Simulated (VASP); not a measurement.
# ScTeBr (P4/mmm) in VASP: single point with PBE

Aim: the single point of ScTeBr with PBE.

Everything below comes from runs of VASP 6.6.1. Logs are shortened: lines on timing, memory, paths and dates and some standing lists are left out, and cuts for length are marked.

**1. The cell of the first run**

It takes space group P4/mmm (No. 123, tetragonal). The conventional cell has a = 4.123 Å, b = 4.123 Å, c = 5.329 Å, α = 90.00°, β = 90.00°, γ = 90.00°. Sc (site symmetry 4/mmm) has 2 Br at 2.66 Å and 4 Te at 2.92 Å as nearest neighbours. Te (site symmetry 4/mmm) has 4 Sc at 2.92 Å as nearest neighbours. Br (site symmetry 4/mmm) has 2 Sc at 2.66 Å as nearest neighbours.

The cell was built by a generator and needn't be a form met in nature.

**2. Single point, PBE (random cell by space group and Wyckoff sites (P4mm, No. 99))**

INCAR reads:

```
PREC = Accurate
ENCUT = 520
EDIFF = 1E-6
ISMEAR = 0
SIGMA = 0.1
LREAL = False
LASPH = True
NELM = 100
ALGO = Fast
ISIF = 2
LWAVE = False
LCHARG = True
GGA = PE
LELF = True
LVHAR = True
NBANDS = 19
```

KPOINTS reads:

```
Automatic mesh
0
Gamma
  12 12 10
```

POSCAR reads:

```
ScTeBr
1.0
    4.1226789477      0.0000000000      0.0000000000
    0.0000000000      4.1226789477      0.0000000000
    0.0000000000      0.0000000000      5.3288264064
Sc Te Br
1 1 1
Direct
    0.5000000000      0.5000000000      0.5000000000
    0.0000000000      0.0000000000      0.5000000000
    0.5000000000      0.5000000000      0.0000000000
```

Potentials or basis: VASP PAW PBE potentials, release 64 (Sc_sv, Te, Br).

Run with:

```console
cat potpaw_PBE.64/Sc_sv/POTCAR potpaw_PBE.64/Te/POTCAR potpaw_PBE.64/Br/POTCAR > POTCAR
mpirun -np 1 vasp_std > vasp.out
```

OUTCAR:

```text
PREC = Accurate
   ENCUT = 520
   EDIFF = 1E-6
   ISMEAR = 0
   LREAL = False
   LASPH = True
   NELM = 100
   ISIF = 2
   GGA = PE

 ion  position               nearest neighbor table
   1  0.500  0.500  0.500-   3 2.66   3 2.66   2 2.92   2 2.92   2 2.92   2 2.92
   2  0.000  0.000  0.500-   1 2.92   1 2.92   1 2.92   1 2.92
   3  0.500  0.500  0.000-   1 2.66   1 2.66

  LATTYP: Found a simple tetragonal cell.
 ALAT       =     4.1226789477
 C/A-ratio  =     1.2925640036

  Lattice vectors:

 A1 = (   4.1226789477,   0.0000000000,   0.0000000000)
 A2 = (   0.0000000000,   4.1226789477,   0.0000000000)
 A3 = (   0.0000000000,   0.0000000000,   5.3288264064)

Analysis of symmetry for initial positions (statically):
=====================================================================
 Subroutine PRICEL returns:
 Original cell was already a primitive cell.

 Routine SETGRP: Setting up the symmetry group for a
 simple tetragonal supercell.

 Subroutine GETGRP returns: Found 16 space group operations
 (whereof 16 operations were pure point group operations)
 out of a pool of 16 trial point group operations.

The static configuration has the point symmetry D_4h.

Analysis of symmetry for dynamics (positions and initial velocities):
=====================================================================
 Subroutine PRICEL returns:
 Original cell was already a primitive cell.

 Routine SETGRP: Setting up the symmetry group for a
 simple tetragonal supercell.

 Subroutine GETGRP returns: Found 16 space group operations
 (whereof 16 operations were pure point group operations)
 out of a pool of 16 trial point group operations.

The dynamic configuration has the point symmetry D_4h.

 Subroutine INISYM returns: Found 16 space group operations
 (whereof 16 operations are pure point group operations),
 and found     1 'primitive' translations

----------------------------------------------------------------------------------------

                                     Primitive cell

  volume of cell :      90.5713

  direct lattice vectors                    reciprocal lattice vectors
     4.122678948  0.000000000  0.000000000     0.242560726  0.000000000  0.000000000
     0.000000000  4.122678948  0.000000000     0.000000000  0.242560726  0.000000000
     0.000000000  0.000000000  5.328826406     0.000000000  0.000000000  0.187658581

  length of vectors
     4.122678948  4.122678948  5.328826406     0.242560726  0.242560726  0.187658581

  position of ions in fractional coordinates (direct lattice)
     0.500000000  0.500000000  0.500000000
     0.000000000  0.000000000  0.500000000
     0.500000000  0.500000000  0.000000000

  ion indices of the primitive-cell ions
   primitive index   ion index
                 1           1
                 2           2
                 3           3

----------------------------------------------------------------------------------------

 KPOINTS: Automatic mesh

Automatic generation of k-mesh.
 Grid dimensions read from file:
 generate k-points for:   12   12   10

 Generating k-lattice:

  Cartesian coordinates                     Fractional coordinates (reciprocal lattice)
     0.020213394  0.000000000  0.000000000     0.083333333  0.000000000  0.000000000
     0.000000000  0.020213394  0.000000000     0.000000000  0.083333333  0.000000000
     0.000000000  0.000000000  0.018765858     0.000000000  0.000000000  0.100000000

  Length of vectors
     0.020213394  0.020213394  0.018765858

  Shift w.r.t. Gamma in fractional coordinates (k-lattice)
     0.000000000  0.000000000  0.000000000

 Subroutine IBZKPT returns following result:
 ===========================================

 Found    168 irreducible k-points:

 Following reciprocal coordinates:
            Coordinates               Weight
  0.000000  0.000000  0.000000      1.000000
  0.083333  0.000000  0.000000      4.000000
  0.166667  0.000000  0.000000      4.000000
  0.250000  0.000000  0.000000      4.000000
  0.333333  0.000000  0.000000      4.000000
  0.416667  0.000000  0.000000      4.000000
[... 16 lines left out ...]
  0.333333  0.333333  0.000000      4.000000
  0.416667  0.333333  0.000000      8.000000
 [... further k-points ...]
   k-points           NKPTS =    168   k-points in BZ     NKDIM =    168   number of bands    NBANDS=     19
   number of dos      NEDOS =    301   number of ions     NIONS =      3
   total plane-waves  NPLWV =  40960
   dimension x,y,z NGX =    32 NGY =   32 NGZ =   40
   dimension x,y,z NGXF=    64 NGYF=   64 NGZF=   80
   ions per type =               1   1   1
   NGX,Y,Z   is equivalent  to a cutoff of  12.90, 12.90, 12.48 a.u.
   NGXF,Y,Z  is equivalent  to a cutoff of  25.81, 25.81, 24.96 a.u.
 SYSTEM =  unknown system
   PREC   = accura    normal or accurate (medium, high low for compatibility)
   ISTART =      0    job   : 0-new  1-cont  2-samecut
   ICHARG =      2    charge: 1-file 2-atom 10-const
   ISPIN  =      1    spin polarized calculation?
   LNONCOLLINEAR =      F non collinear calculations
   LSORBIT =      F    spin-orbit coupling
   LASPH  =      T    aspherical Exc in radial PAW
   ENCUT  =  520.0 eV  38.22 Ry    6.18 a.u.   7.67  7.67  9.91*2*pi/ulx,y,z
   NELM   =    100;   NELMIN=  2; NELMDL= -5     # of ELM steps
   EDIFF  = 0.1E-05   stopping-criterion for ELM
   LREAL  =      F    real-space projection
   EDIFFG = 0.1E-04   stopping-criterion for IOM
   NSW    =      0    number of steps for IOM
   IBRION =     -1    ionic relax: 0-MD 1-quasi-New 2-CG
   NFREE  =      0    steps in history (QN), initial steepest desc. (CG)
   ISIF   =      2    stress and relaxation
   ISYM   =      2    0-nonsym 1-usesym 2-fastsym
   POTIM  = 0.5000    time-step for ionic-motion
   TEBEG  =    0.0;   TEEND  =   0.0 temperature during run
   PSTRESS=    0.0 pullay stress
   NELECT =      24.0000    total number of electrons
   NUPDOWN=      -1.0000    fix difference up-down
   EMIN   =  10.00;   EMAX   =-10.00  energy-range for DOS
   EFERMI =   0.00;   METHOD = LEGACY
   ISMEAR =     0;   SIGMA  =   0.10  broadening in eV -4-tet -1-fermi 0-gaus
   EFERMI_NEDOS =   21; number of points for ismear=-14 and -15
   IALGO  =     68    algorithm
   IMIX   =      4    mixing-type and parameters
     AMIX     =   0.40;   BMIX     =  1.00
     AMIX_MAG =   1.60;   BMIX_MAG =  1.00
  volume/ion in A,a.u.               =      30.19       203.74
  Fermi-wavevector in a.u.,A,eV,Ry     =   1.051514  1.987073 15.043712  1.105682
  Thomas-Fermi vector in A             =   2.186560
   LORBIT       =      0    0 simple, 1 ext, 2 COOP (PROOUT), +10 PAW based schemes
   GGA     = PE    functional components
   LHFCALC =     F    Hartree Fock is set to
   AEXX    =    0.0000 exact exchange contribution
   IVDW    =     0    specifies the selected vdW correction
   LEPSILON=     F    determine dielectric tensor
   LRPA    =     F    only Hartree local field effects (RPA)
 non-spin polarized calculation
 RMM-DIIS sequential band-by-band and
 Gauss-broadening in eV      SIGMA  =   0.10
  energy-cutoff  :      520.00
  volume of cell :       90.57
 maximum number of plane-waves:      2483
 NGX is ok and might be reduce to    32
   NGX = 15   NGY = 15   NGZ = 19

 number of electron      24.0000000 magnetization

 Free energy of the ion-electron system (eV)
  ---------------------------------------------------
  ext. energy  EPLUGINS =         0.00000000
  ---------------------------------------------------
  free energy    TOTEN  =       -14.88237915 eV

  energy without entropy =      -14.88117501  energy(sigma->0) =      -14.88177708

 E-fermi :   3.1585     XC(G=0):  -8.8294

 val. band max:        3.1567260625   @ k =   0.0000   0.0000   0.4000
 cond. band min:       3.1614110683   @ k =   0.0000   0.0000   0.5000
 fundamental gap:      0.0046850058
 Fermi energy:         3.1585446782

 k-point     1 :       0.0000    0.0000    0.0000
  band No.  band energies     occupation
      1     -47.1757      2.00000
      2     -25.7998      2.00000
      3     -25.7669      2.00000
      4     -25.7669      2.00000
      5     -11.6482      2.00000
      6      -7.6189      2.00000
[... 11 lines left out ...]
     18       6.9757      0.00000
     19       8.1401      0.00000

 k-point     2 :       0.0833    0.0000    0.0000
  band No.  band energies     occupation
      1     -47.1756      2.00000
      2     -25.7997      2.00000
      3     -25.7684      2.00000
      4     -25.7665      2.00000
      5     -11.6407      2.00000
      6      -7.5890      2.00000
[... 11 lines left out ...]
     18       7.2659      0.00000
     19       8.2768      0.00000

 k-point     3 :       0.1667    0.0000    0.0000
  band No.  band energies     occupation
      1     -47.1754      2.00000
      2     -25.7994      2.00000
      3     -25.7724      2.00000
      4     -25.7656      2.00000
      5     -11.6202      2.00000
      6      -7.5044      2.00000
[... 11 lines left out ...]
     18       7.9311      0.00000
     19       8.6645      0.00000

 k-point     4 :       0.2500    0.0000    0.0000
  band No.  band energies     occupation
      1     -47.1752      2.00000
      2     -25.7990      2.00000
      3     -25.7780      2.00000
      4     -25.7642      2.00000
      5     -11.5919      2.00000
      6      -7.3818      2.00000
[... 407 lines left out ...]
     18       7.7623      0.00000
     19       9.9411      0.00000

 k-point    23 :       0.3333    0.3333    0.0000
  band No.  band energies     occupation
      1     -47.1743      2.00000
      2     -25.7976      2.00000
      3     -25.7800      2.00000
      4     -25.7799      2.00000
      5     -11.4937      2.00000
      6      -7.0676      2.00000
[... 11 lines left out ...]
     18       7.8383      0.00000
     19       9.7654      0.00000

 k-point    24 :       0.4167    0.3333    0.0000
  band No.  band energies     occupation
      1     -47.1741      2.00000
      2     -25.7973      2.00000
      3     -25.7841      2.00000
      4     -25.7791      2.00000
      5     -11.4764      2.00000
      6      -7.0200      2.00000
[... 11 lines left out ...]
     18       7.1943      0.00000
     19       9.5873      0.00000

 [... further k-points ...]

------------------------ aborting loop because EDIFF is reached ----------------------------------------

  FORCE on cell =-STRESS in cart. coord.  units (eV):
  Direction    XX          YY          ZZ          XY          YZ          ZX
  --------------------------------------------------------------------------------------
  -------------------------------------------------------------------------------------
  Total        0.0418233      0.0418233      0.0581044      0.0000000      0.0000000      0.0000000
  in kB        0.7398413      0.7398413      1.0278485      0.0000000      0.0000000      0.0000000
  external PRESSURE =       0.8358437 kB  Pullay stress =       0.0000000 kB

 VOLUME and BASIS-vectors are now :
 -----------------------------------------------------------------------------
  energy-cutoff  :      520.00
  volume of cell :       90.57
      direct lattice vectors                 reciprocal lattice vectors
     4.122678948  0.000000000  0.000000000     0.242560726  0.000000000  0.000000000
     0.000000000  4.122678948  0.000000000     0.000000000  0.242560726  0.000000000
     0.000000000  0.000000000  5.328826406     0.000000000  0.000000000  0.187658581

 POSITION                                       TOTAL-FORCE (eV/Angst)
 -----------------------------------------------------------------------------------
      2.06134      2.06134      2.66441         0.000000      0.000000      0.000000
      0.00000      0.00000      2.66441         0.000000      0.000000      0.000000
      2.06134      2.06134      0.00000         0.000000      0.000000      0.000000
 -----------------------------------------------------------------------------------
    total drift:                                0.000000     -0.000000     -0.000000

  FREE ENERGIE OF THE ION-ELECTRON SYSTEM (eV)
  ---------------------------------------------------
  free  energy   TOTEN  =       -14.8823791467 eV

  energy  without entropy=      -14.8811750131  energy(sigma->0) =      -14.88177708
```

Run time: 4.3 min. Hardware: 1 thread of Intel Xeon Platinum 8559C (Emerald Rapids), shared host; peak memory 0.45 GiB.

What came out:

```
Free energy            : -14.8824 eV
Pressure               : 0.1 GPa
Band gap on the k mesh : none (metal or under the smearing width)
```

Levels at points of the mesh, in eV from the Fermi level:
```tsv
k point	band 10	band 11	band 12	band 13	band 14	band 15
(0.00, 0.00, 0.00)	-0.34	-0.34	-0.19	-0.05	1.06	1.32
(0.50, 0.00, 0.00)	-2.15	-1.82	-1.56	1.41	1.71	2.15
(0.50, 0.50, 0.00)	-1.59	-1.59	-0.28	0.66	0.66	1.58
(0.00, 0.00, 0.50)	-1.52	-0.82	-0.82	0.00	1.06	2.15
(0.50, 0.00, 0.50)	-2.13	-2.06	0.01	1.79	2.19	2.43
(0.50, 0.50, 0.50)	-2.98	-2.98	-0.76	1.81	1.84	1.84
```

The run has no spin-orbit coupling, so splittings on Te are missing.
